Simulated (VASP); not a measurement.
Wanted: the native input for a VASP 6.6.1 run.

- Task: atomic charges
- Functional: PBE
- Potentials or basis: VASP PAW PBE potentials, release 64 (Ga_d, B)
- Cutoff: 520 eV
- k mesh: 10 × 10 × 8
- Occupations: gaussian, width 0.02 eV
- Spin: no spin polarisation
- Further INCAR settings: ALGO = Normal; EDIFF = 1e-06

The structure of GaB lies in POSCAR:

```
GaB
1.0
    2.7182400000      0.0000000000      0.0000000000
    0.0000000000      2.7182400000      0.0000000000
    0.0000000000      0.0000000000      3.2362100000
Ga B
1 1
Direct
    0.5000000000      0.5000000000      0.5000000000
    0.0000000000      0.0000000000      0.0000000000
```

The cell was built by a generator and needn't be a form met in nature.

These files were run (other wordings do the same):

INCAR

```
SYSTEM = GaB
ALGO = Normal
EDIFF = 1E-6
ENCUT = 520
GGA = PE
ISIF = 2
ISMEAR = 0
LASPH = .True.
LCHARG = .True.
LELF = .True.
LORBIT = 11
LREAL = .False.
LVHAR = .True.
LWAVE = .False.
NELM = 60
PREC = Accurate
SIGMA = 0.02
```

KPOINTS

```
k-points
0
Gamma
  10 10 8
  0 0 0
```

Potentials or basis: VASP PAW PBE potentials, release 64 (Ga_d, B).

The run is started by

```console
$ cat potpaw_PBE.64/Ga_d/POTCAR potpaw_PBE.64/B/POTCAR > POTCAR
$ mpirun -np 1 vasp_std > vasp.out
```

It gave:

| Item | Value |
| --- | --- |
| Pressure | 0.1 GPa |
| Band gap on the k mesh | none (metal or under the smearing width) |
| Valence electrons inside the program's atomic spheres | Ga 11.63; B 1.54 |

It took 7.4 s on 1 thread of Intel(R) Xeon(R) 6975P-C (Granite Rapids), on a shared host, peak memory 0.15 GiB.
